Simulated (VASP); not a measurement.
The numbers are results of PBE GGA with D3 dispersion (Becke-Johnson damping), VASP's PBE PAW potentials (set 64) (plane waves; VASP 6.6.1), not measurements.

VASP input:

KPOINTS:
```
Automatic mesh
0
Gamma
9 9 3
0 0 0
```

File POSCAR:
```
C
1
    1.2330805223    -2.1357576173    -0.0000000000
    1.2330805223     2.1357576173    -0.0000000000
    0.0000000000     0.0000000000     6.7104250184
C
4
Direct
  0.0000000000   0.0000000000   0.2500000000
  0.0000000000   0.0000000000   0.7500000000
  0.3333330000   0.6666670000   0.2500000000
  0.6666670000   0.3333330000   0.7500000000
```

### INCAR
```
# general
SYSTEM = C
PREC   = Accurate
ENCUT  = 520
LREAL  = .FALSE.
LASPH  = .TRUE.   # aspherical one-centre terms

# electronic loop
EDIFF  = 1E-6
NELM   = 100   # most electronic steps
ALGO   = Normal   # blocked Davidson

# smearing
ISMEAR = 0   # Gaussian
SIGMA  = 0.05   # width (eV)

# functional
GGA    = PE
IVDW   = 12

# ions
IBRION = 2
NSW    = 60
ISIF   = 3
EDIFFG = -0.02   # ionic stop

# output
LWAVE  = .FALSE.
LCHARG = .FALSE.
```

POTCAR, in this order: C (PBE.64 set). Program: vasp_std.

Q: Estimate the energy per atom (σ→0), dispersion energy, band gap (on the k-mesh).

A: 
```
Item                                                         Value
------------------------  ----------------------------------------
energy per atom (σ→0)                               -9.363 eV/atom
dispersion energy                                        -0.625 eV
band gap (on the k-mesh)  none (metal, semimetal or under 0.01 eV)
```

OSZICAR:
```
...
DAV:   6    -0.373885674435E+02    0.17901E+01   -0.17692E+00   684   0.924E+00    0.522E+00
DAV:   7    -0.368199665452E+02    0.56860E+00   -0.19561E+00   648   0.982E+00    0.140E+00
DAV:   8    -0.368271812372E+02   -0.72147E-02   -0.59464E-02   656   0.167E+00    0.104E-01
DAV:   9    -0.368271180499E+02    0.63187E-04   -0.10554E-03   728   0.276E-01    0.576E-02
DAV:  10    -0.368273022032E+02   -0.18415E-03   -0.19493E-04   688   0.122E-01    0.219E-02
DAV:  11    -0.368273090411E+02   -0.68378E-05   -0.79248E-06   720   0.245E-02    0.460E-03
DAV:  12    -0.368273098801E+02   -0.83899E-06   -0.66113E-07   508   0.764E-03
   1 F= -.37452531E+02 E0= -.37451872E+02  d E =-.374525E+02
```

The compound is C in the graphite structure. It was relaxed first. The k-mesh is coarse (spacing up to 0.33 per Å, 2π included), so the numbers may not be converged in it. The start is the result of an earlier pass.
